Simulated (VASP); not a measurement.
ScTe2Pd:

```
Sc Te Pd
1.0
     1.98605    1.14664    7.32582
    -1.98605    1.14664    7.32582
     0.00000   -2.29329    7.32582
Sc Te Pd
1 2 1
Direct
  0.50000 0.50000 0.50000
  0.23198 0.23198 0.23198
  0.76802 0.76802 0.76802
  0.00000 0.00000 0.00000
```

The cell was built by a generator and needn't be a form met in nature.

```yaml
Program: VASP 6.6.1
Task: relaxation of cell and atoms
Functional: RPBE
Potentials_or_basis: VASP PAW PBE potentials, release 64 (Sc_sv, Te, Pd)
Cutoff: 600 eV
k_mesh: 8 × 8 × 8
Occupations: gaussian, width 0.05 eV
Spin: no spin polarisation
```

At the start: pressure 10.0 GPa; volume 25.02 Å³/atom.

Problem. Where does the relaxation end?

Solution. Over 18 steps the energy falls by 394.5 meV/atom and the volume is 25.56 Å³/atom (+2.1 %); space group R-3m (No. 166, to 0.05 Å).

Step by step:
```csv
step,energy change (eV),largest force (eV/Å),pressure (GPa),volume (Å³)
1,0.0000,3.2441,10.00,100.10
2,-0.7999,0.5510,-4.54,124.42
3,-0.8673,1.0219,-2.31,118.08
4,-1.0820,0.9804,-1.97,113.73
5,-1.5094,0.5660,1.50,101.00
6,-1.5053,0.2159,4.04,96.69
7,-1.5218,0.4187,2.64,98.86
8,-1.5516,0.3295,-1.18,103.97
9,-1.5772,0.0447,0.21,101.83
10,-1.5772,0.0533,0.17,101.89
11,-1.5778,0.0153,-0.06,102.32
12,-1.5778,0.0131,-0.06,102.34
13,-1.5778,0.0102,-0.10,102.38
14,-1.5778,0.0123,-0.10,102.36
15,-1.5779,0.0149,0.03,102.20
16,-1.5779,0.0095,0.00,102.23
17,-1.5780,0.0065,-0.01,102.23
18,-1.5781,0.0008,-0.02,102.24
```

Final structure:
```
Sc Te Pd
1.0
     2.13075    1.23019    6.50057
    -2.13075    1.23019    6.50057
     0.00000   -2.46037    6.50057
Sc Te Pd
1 2 1
Direct
  0.50000 0.50000 0.50000
  0.25264 0.25264 0.25264
  0.74736 0.74736 0.74736
  0.00000 0.00000 0.00000
```

Caveat: the PAW data sets were made with another functional, which shifts forces and pressure a little.
